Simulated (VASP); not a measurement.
Given:

```cif
data_I2Mg
_chemical_formula_sum 'Mg1 I2'
_space_group_name_H-M_alt 'P 1'
_space_group_IT_number 1
_cell_length_a 4.12801
_cell_length_b 4.12801
_cell_length_c 6.99994
_cell_angle_alpha 90.000
_cell_angle_beta 90.000
_cell_angle_gamma 120.000
loop_
_space_group_symop_operation_xyz
  'x, y, z'
loop_
_atom_site_label
_atom_site_type_symbol
_atom_site_fract_x
_atom_site_fract_y
_atom_site_fract_z
_atom_site_occupancy
Mg1 Mg 0.00000 0.00000 0.00000 1
I1 I 0.33333 0.66667 0.23826 1
I2 I 0.66667 0.33333 0.76174 1
```

All values below come from PBEsol GGA, VASP's PBE PAW potentials (set 64) (plane waves; VASP). Run with 480 eV cut-off, 6×6×4 Γ-centred mesh, Gaussian smearing of 0.050 eV, potentials Mg I.

Without a dispersion term in the relaxation, distances and binding between the weakly bound layers, chains or molecules are unreliable, and so is what depends on them.

Each relaxation starts from this cell; other phases were not tried.

Question: The cell is relaxed at 5 GPa. What happens?

Answer: The volume per atom goes from 34.43 to 28.43 Å³ (-17.4 %), and the cell becomes a = b = 3.9503 Å, c = 6.3116 Å, α = β = 90.00°, γ = 120.00°, space group P-3m1. The gap on the mesh goes from 3.54 to 3.13 eV.

Question: The cell is relaxed at 30 GPa. What happens?

Answer: The volume per atom goes from 34.43 to 21.30 Å³ (-38.1 %), and the cell becomes a = b = 3.552 Å, c = 5.850 Å, α = β = 90.00°, γ = 120.00°, space group P-3m1. The gap on the mesh goes from 3.54 to 2.07 eV.

Failed runs are left out, and for metals the shear rows, which the mesh's noise covers.

The compound is MgI2 in the 1T layered structure.
